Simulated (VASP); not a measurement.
Output of a VASP run:

**OSZICAR**
```
...
RMM:   2    -0.470219127936E+03   -0.13335E-02   -0.14855E-02   465   0.323E-01    0.141E-01
RMM:   3    -0.470219459166E+03   -0.33123E-03   -0.35121E-03   597   0.140E-01    0.817E-02
RMM:   4    -0.470219489588E+03   -0.30422E-04   -0.80869E-04   673   0.637E-02    0.633E-02
RMM:   5    -0.470219482029E+03    0.75595E-05   -0.29146E-04   662   0.356E-02    0.204E-02
RMM:   6    -0.470219496006E+03   -0.13977E-04   -0.15996E-04   543   0.204E-02    0.133E-02
RMM:   7    -0.470219500088E+03   -0.40825E-05   -0.60846E-05   413   0.129E-02
  91 F= -.47021950E+03 E0= -.47021950E+03  d E =-.940009E-03
       N       E                     dE             d eps       ncg     rms          rms(c)
DAV:   1    -0.470218953481E+03    0.54253E-03   -0.38295E-01   496   0.142E+00    0.129E-01
RMM:   2    -0.470219706815E+03   -0.75333E-03   -0.83647E-03   467   0.242E-01    0.106E-01
RMM:   3    -0.470219894966E+03   -0.18815E-03   -0.19925E-03   607   0.105E-01    0.615E-02
RMM:   4    -0.470219911469E+03   -0.16503E-04   -0.45055E-04   660   0.472E-02    0.481E-02
RMM:   5    -0.470219907583E+03    0.38861E-05   -0.17088E-04   628   0.274E-02    0.156E-02
RMM:   6    -0.470219915867E+03   -0.82842E-05   -0.93489E-05   439   0.155E-02
  92 F= -.47021992E+03 E0= -.47021992E+03  d E =-.135579E-02
       N       E                     dE             d eps       ncg     rms          rms(c)
DAV:   1    -0.470216216662E+03    0.36909E-02   -0.15302E+00   480   0.284E+00    0.260E-01
RMM:   2    -0.470219188248E+03   -0.29716E-02   -0.33130E-02   464   0.484E-01    0.214E-01
RMM:   3    -0.470219915889E+03   -0.72764E-03   -0.77062E-03   581   0.210E-01    0.122E-01
RMM:   4    -0.470219975853E+03   -0.59964E-04   -0.17179E-03   670   0.950E-02    0.965E-02
RMM:   5    -0.470219957254E+03    0.18599E-04   -0.60251E-04   665   0.531E-02    0.301E-02
RMM:   6    -0.470219983960E+03   -0.26707E-04   -0.30353E-04   681   0.285E-02    0.206E-02
RMM:   7    -0.470219991636E+03   -0.76754E-05   -0.10905E-04   504   0.164E-02    0.135E-02
RMM:   8    -0.470219996971E+03   -0.53347E-05   -0.71897E-05   440   0.131E-02
  93 F= -.47022000E+03 E0= -.47022000E+03  d E =-.143689E-02
       N       E                     dE             d eps       ncg     rms          rms(c)
DAV:   1    -0.470219372826E+03    0.61881E-03   -0.31119E-01   480   0.128E+00    0.116E-01
RMM:   2    -0.470219957817E+03   -0.58499E-03   -0.65538E-03   464   0.217E-01    0.953E-02
RMM:   3    -0.470220093052E+03   -0.13524E-03   -0.14498E-03   499   0.937E-02    0.550E-02
RMM:   4    -0.470220101607E+03   -0.85555E-05   -0.32080E-04   555   0.429E-02    0.430E-02
RMM:   5    -0.470220094340E+03    0.72679E-05   -0.90062E-05   442   0.228E-02
  94 F= -.47022009E+03 E0= -.47022009E+03  d E =-.153426E-02
       N       E                     dE             d eps       ncg     rms          rms(c)
DAV:   1    -0.470219777640E+03    0.32397E-03   -0.34285E-01   464   0.133E+00    0.125E-01
RMM:   2    -0.470220443419E+03   -0.66578E-03   -0.75938E-03   464   0.235E-01    0.132E-01
RMM:   3    -0.470220610397E+03   -0.16698E-03   -0.17862E-03   529   0.103E-01    0.737E-02
RMM:   4    -0.470220615087E+03   -0.46901E-05   -0.38597E-04   580   0.452E-02    0.648E-02
RMM:   5    -0.470220601859E+03    0.13228E-04   -0.13570E-04   495   0.271E-02    0.226E-02
RMM:   6    -0.470220606653E+03   -0.47941E-05   -0.54815E-05   373   0.146E-02
  95 F= -.47022061E+03 E0= -.47022061E+03  d E =-.512314E-03
```

OUTCAR:
```
------------------------ aborting loop because EDIFF is reached ----------------------------------------
  FORCE on cell =-STRESS in cart. coord.  units (eV):
  Direction    XX          YY          ZZ          XY          YZ          ZX
  --------------------------------------------------------------------------------------
  Total        3.2757733      0.2652467     18.8017108     -2.4392441     -2.3361393      2.2857252
  in kB        7.1178058      0.5763446     40.8535368     -5.3001427     -5.0761101      4.9665670
  external PRESSURE =      16.1825624 kB  Pullay stress =       0.0000000 kB
  volume of cell :      737.36
      direct lattice vectors                 reciprocal lattice vectors
     7.892156286  0.000000000  0.000000000     0.126708084  0.000000000  0.000000000
     0.000000000  7.892156286  0.000000000     0.000000000  0.126708084  0.000000000
     0.000000000  0.000000000 11.838234429     0.000000000  0.000000000  0.084472056
 POSITION                                       TOTAL-FORCE (eV/Angst)
 -----------------------------------------------------------------------------------
      0.06991      7.83261      0.07767        -0.007780      0.004839      0.001079
      0.03678      7.83926      4.05635         0.004141      0.000169      0.000820
      0.10230      7.77449      7.90157         0.002647     -0.014723      0.002271
      0.07162      3.88238      0.05862        -0.010528     -0.010601      0.003526
      0.08806      3.90859      4.04925         0.006880     -0.013068      0.001906
      0.16630      3.89267      7.91846        -0.013224      0.012617     -0.016251
      4.01753      7.82931      0.06761        -0.007895     -0.005267     -0.005022
      3.98965      7.85025      4.03732         0.009813     -0.002413     -0.001739
      4.06482      7.82391      7.91999        -0.023820      0.001718     -0.004325
      4.00628      3.88311      0.05843         0.001996      0.008365      0.008489
      3.96990      3.87048      4.02124         0.001701      0.011626     -0.014450
      4.01326      3.83867      7.95989         0.002900      0.007202     -0.008502
      2.07776      1.88792      2.07073        -0.000565      0.011152     -0.011327
      2.08660      1.91540      6.05209         0.006285     -0.004905      0.002433
      2.06893      1.84998      9.96930         0.002794     -0.001660     -0.009503
      2.05789      5.82125      2.07569        -0.010866      0.002250      0.009207
      2.11033      5.79704      6.03146         0.016692      0.010142     -0.013706
      2.09636      5.83327      9.95611        -0.004067     -0.001382     -0.011625
      6.00011      1.86850      2.08292        -0.006310      0.007599     -0.003107
      6.03367      1.91308      6.04695         0.005386      0.002761     -0.003465
      6.04588      1.87441      9.96419         0.013064     -0.006597     -0.009584
      6.02741      5.83571      2.08145        -0.007372      0.001123      0.009803
      5.96275      5.79030      6.03916        -0.004294     -0.011640     -0.007304
      6.02393      5.80833      9.97032         0.005319      0.000874     -0.019554
      2.08662      0.04408      1.79041         0.008529      0.001249     -0.017722
      7.84832      1.86467      1.82945        -0.002135      0.001562      0.001129
      2.00924      2.12268     11.79919        -0.004206      0.003255      0.006019
      1.64670      0.07388      5.83317        -0.019439     -0.019670      0.002037
      7.83286      2.20082      5.82899         0.005443      0.011515     -0.002593
      1.92049      1.94088      3.88637         0.007115     -0.016016      0.009160
      1.62577      0.04366      9.93125        -0.001178     -0.002393     -0.005324
      7.85380      2.31551      9.86708        -0.000527      0.003046     -0.001314
      1.91493      1.90148      7.90229        -0.007360      0.004307      0.010286
      1.65796      3.99677      1.98957         0.011848      0.011471      0.006241
      7.84887      6.23853      1.98757         0.006960     -0.016912     -0.000560
      1.84593      5.85395     11.79537         0.002957     -0.018322      0.010266
      7.81697      5.83109      5.86165        -0.000457      0.003152      0.009011
      2.00840      6.01701      3.90308        -0.009313     -0.001197      0.003734
      2.11847      3.99098      9.71289         0.001478      0.007894     -0.002768
      7.85417      5.77043      9.70551        -0.003021      0.011490      0.015257
      2.01117      6.06104      7.89407        -0.008134      0.006910     -0.002019
      5.60008      0.04480      1.99514         0.015572      0.001487     -0.007001
      3.90711      2.28627      1.95084        -0.008654     -0.011499      0.001308
      5.82486      1.89180     11.79703         0.001956      0.006045      0.009377
      6.00779      0.04196      5.86494         0.008377     -0.016710      0.008002
      3.93229      1.81614      5.81819         0.001827     -0.000601      0.005671
      5.93244      2.06278      3.90269        -0.012620     -0.003357      0.004015
      6.06964      0.04170      9.68722        -0.001347     -0.007531     -0.001616
      3.91195      1.82917      9.74709         0.006977      0.011634      0.014546
      5.92241      2.08552      7.87953        -0.008695      0.003812      0.009200
      6.02736      3.99636      1.79102         0.015266      0.002286     -0.003216
      3.90237      5.80764      1.80600         0.003480      0.005516      0.004819
      5.98898      6.07587     11.79924        -0.004280     -0.003741      0.005268
      5.61546      3.96009      5.84857        -0.011717      0.004128     -0.000089
      3.94534      6.21083      5.85344        -0.005574     -0.003168      0.006546
      5.84015      5.88441      3.90691         0.003649     -0.000204      0.007405
...
```
(Selected blocks of OUTCAR.)

POSCAR:
```
Sr12Ti12NO35
1
    7.8921562860     0.0000000000     0.0000000000
    0.0000000000     7.8921562860     0.0000000000
    0.0000000000     0.0000000000    11.8382344290
Sr Ti O N
12 12 35 1
Direct
  0.0104929688   0.9925105886   0.0068882978
  0.0110724573   0.9961291414   0.3446529842
  0.0157157816   0.9941377703   0.6700004801
  0.0112321898   0.4922724593   0.0078724704
  0.0103097225   0.4952248450   0.3435097436
  0.0120786805   0.4952128544   0.6719219814
  0.5105756389   0.9922946656   0.0071833658
  0.5061232396   0.9963121744   0.3449905723
  0.5073554815   0.9921988315   0.6710899192
  0.5106601200   0.4932007919   0.0064780941
  0.5069182936   0.4957883893   0.3442339357
  0.5090813169   0.4955582678   0.6739230152
  0.2636245087   0.2385541342   0.1760661168
  0.2658075329   0.2490935910   0.5120093342
  0.2627481945   0.2379214748   0.8428910008
  0.2626405401   0.7394508900   0.1764996555
  0.2634969833   0.7332916892   0.5104493499
  0.2626103223   0.7383219184   0.8417826480
  0.7620538655   0.2383440733   0.1770113055
  0.7623713879   0.2416250849   0.5110467831
  0.7630763774   0.2379969167   0.8423787960
  0.7628588112   0.7391118277   0.1769092895
  0.7603546610   0.7409060484   0.5104225981
  0.7630530992   0.7395373410   0.8425681416
  0.2349880895   0.0032406962   0.1589484652
  0.9950862282   0.2553717029   0.1564869372
  0.2470049645   0.2605877355   0.9971021124
  0.2272898841   0.0089968678   0.4942875735
  0.9923005322   0.2550356235   0.4875405984
  0.2532654400   0.2496770462   0.3290259157
  0.2331890036   0.0035446011   0.8345121866
  0.9952875327   0.2595062789   0.8240251154
  0.2475655944   0.2469261545   0.6677126110
  0.2320168314   0.5038796088   0.1653759859
  0.9956281697   0.7575992027   0.1555545542
  0.2468802506   0.7507153551   0.9965320190
  0.9930901838   0.7559994024   0.4913829447
  0.2498679502   0.7597715967   0.3299633682
  0.2334385322   0.5038545631   0.8269372397
  0.9949885021   0.7605784813   0.8218470105
  0.2505609116   0.7631605356   0.6665064115
  0.7321662714   0.0032614715   0.1633750309
  0.4956430309   0.2575612722   0.1534265170
  0.7492390402   0.2518428935   0.9967800865
  0.7392213333   0.0041499270   0.4960210406
  0.4990021072   0.2489770189   0.4900771670
  0.7463112355   0.2564526786   0.3299759552
  0.7326494405   0.0041644601   0.8264642056
  0.4955430908   0.2603341250   0.8242164401
  0.7488364775   0.2593373844   0.6653559176
  0.7350654822   0.5042807885   0.1600802428
  0.4956103160   0.7553043314   0.1545094837
  0.7496476421   0.7596498070   0.9963292862
  0.7339518637   0.5033981715   0.4943029365
  0.4990557156   0.7624700034   0.4893349617
  0.7491587065   0.7540167409   0.3301201500
  0.7339024374   0.5045479622   0.8313031450
  0.4955931837   0.7596153985   0.8248933887
  0.7449860423   0.7517887130   0.6648269870
  0.2369478073   0.5001316313   0.4975971308
```

**Question.** Write an INCAR and KPOINTS that could have produced this output.

**Answer.** One answer among several that fit: the input of the run itself, PBE GGA, plane waves, VASP's PBE PAW potentials (set 64).

**KPOINTS**
```
K-points
0
Gamma
1 1 1
```

**INCAR**
```
# general
SYSTEM  = Sr12Ti12NO35
PREC    = Normal
ENCUT   = 400
LREAL   = Auto
LASPH   = .TRUE.
ISYM    = 0
NELECT  = 384.0

# electronic loop
EDIFF   = 1E-5
NELM    = 100
NELMIN  = 4
ALGO    = Fast
LMAXMIX = 4

# smearing
ISMEAR  = 0
SIGMA   = 0.05

# functional
GGA     = PE

# ions
IBRION  = 2
NSW     = 120
ISIF    = 2
EDIFFG  = -0.03

# output
LWAVE   = .FALSE.
LCHARG  = .FALSE.
```

POTCAR, in this order: Sr_sv Ti O N (PBE.64 set). Program: vasp_gam.

At this cut-off the stress carries a Pulay error, which pulls relaxed volumes low. The cell is charged, with a uniform compensating background. The supercell is sampled at Γ alone, which is coarse: total energies, pressure and levels can be off, energies of defects by several tenths of an eV.

The cell is a supercell with a defect, built from SrTiO3 (cubic perovskite, the ideal cubic form; the compound distorts at low or room temperature): N_O, charge -1. The run is not spin-polarised, so no state with unpaired spins was tried.
